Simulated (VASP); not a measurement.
Wanted: the native input for a VASP 6.6.1 run.

* Task: Born charges and dielectric tensor
* Functional: PBE
* Potentials or basis: VASP PAW PBE potentials, release 64 (B, N)
* Cutoff: 520 eV
* k mesh: 12 × 12 × 4
* Occupations: gaussian, width 0.02 eV
* Spin: no spin polarisation
* Further INCAR settings: ALGO = Normal; EDIFF = 1e-08; IBRION = 8; NSW = 1

The structure of BN lies in POSCAR:

```
BN
1.0
    2.5064230000      0.0000000000      0.0000000000
   -1.2532120000      2.1706260000      0.0000000000
    0.0000000000      0.0000000000      6.6156260000
B N
2 2
Direct
    0.3333333000      0.6666667000      0.2500000000
    0.6666667000      0.3333333000      0.7500000000
    0.3333333000      0.6666667000      0.7500000000
    0.6666667000      0.3333333000      0.2500000000
```

These files were run (other wordings do the same):

INCAR

```
  ALGO = Normal
  EDIFF = 1E-8
  ENCUT = 520
  GGA = PE
  IBRION = 8
  ISIF = 2
  ISMEAR = 0
  LASPH = T
  LCHARG = F
  LEPSILON = T
  LREAL = F
  LWAVE = F
  NELM = 80
  NSW = 1
  PREC = Accurate
  SIGMA = 0.02
```

KPOINTS

```
k-points
0
Gamma
  12 12 4
```

Potentials or basis: VASP PAW PBE potentials, release 64 (B, N).

The run is started by

```bash
$ cat potpaw_PBE.64/B/POTCAR potpaw_PBE.64/N/POTCAR > POTCAR
$ mpirun -np 1 vasp_std > vasp.out
```

Results of the run:

The band gap on the k mesh is 4.27 eV, indirect (least direct gap 4.63 eV) and the electronic dielectric tensor (diagonal) is 4.77, 4.77, 2.71. The born charges (mean of the diagonal) is B +2.06; N -2.06 e. The highest phonon frequency at Γ, LO-TO splitting left out is 1352 cm⁻¹.

It took 5.4 min on 1 thread of Intel(R) Xeon(R) Platinum 8488C (Sapphire Rapids), on a shared host, peak memory 0.38 GiB.
